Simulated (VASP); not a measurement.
Given:

```
CELL_PARAMETERS angstrom
      5.89707     0.00000     0.00000
      0.00000     5.89707     0.00000
      0.00000     0.00000     5.89707
ATOMIC_POSITIONS crystal
  Mo 0.00000 0.00000 0.00000
  Mo 0.50000 0.50000 0.00000
  Mo 0.00000 0.50000 0.50000
  Mo 0.50000 0.00000 0.50000
  S  0.36102 0.36102 0.36102
  S  0.86102 0.13898 0.63898
  S  0.63898 0.86102 0.13898
  S  0.13898 0.63898 0.86102
  S  0.63898 0.63898 0.63898
  S  0.13898 0.86102 0.36102
  S  0.36102 0.13898 0.86102
  S  0.86102 0.36102 0.13898
```

The numbers are results of r2SCAN meta-GGA, VASP's PBE PAW potentials (set 64) (plane waves; VASP), not measurements. Run with 400 eV cut-off, 6×6×6 Γ-centred mesh, tetrahedra with Blöchl corrections, potentials Mo_sv S.

Problem. Give the energies of bands 46 to 59 at the high-symmetry points, in eV from the Fermi level.

Solution. 
| band | Γ | X | M | R | X1 |
|---|---|---|---|---|---|
| 46 | -0.90 | -1.54 | -1.50 | -2.08 | -1.54 |
| 47 | -0.90 | -0.61 | -1.50 | -2.08 | -0.61 |
| 48 | -0.90 | -0.61 | -1.50 | -2.08 | -0.61 |
| 49 | -0.37 | -0.11 | -0.04 | -1.08 | -0.11 |
| 50 | -0.37 | -0.11 | -0.04 | -1.08 | -0.11 |
| 51 | -0.05 | -0.02 | -0.04 | -1.08 | -0.02 |
| 52 | -0.05 | -0.02 | -0.04 | -1.08 | -0.02 |
| 53 | -0.05 | 0.35 | 0.28 | -0.17 | 0.35 |
| 54 | 0.39 | 0.35 | 0.28 | -0.17 | 0.35 |
| 55 | 0.39 | 0.87 | 0.28 | -0.17 | 0.87 |
| 56 | 0.39 | 0.87 | 0.28 | -0.17 | 0.87 |
| 57 | 0.44 | 0.95 | 1.69 | 2.52 | 0.95 |
| 58 | 1.02 | 0.95 | 1.69 | 2.52 | 0.95 |
| 59 | 1.02 | 1.37 | 1.69 | 2.52 | 1.37 |

It has no gap at this level: it comes out as a metal or semimetal.

The structure was generated: MoS2 was put into the pyrite type (Pa-3), which need not be its known phase. It was relaxed first.
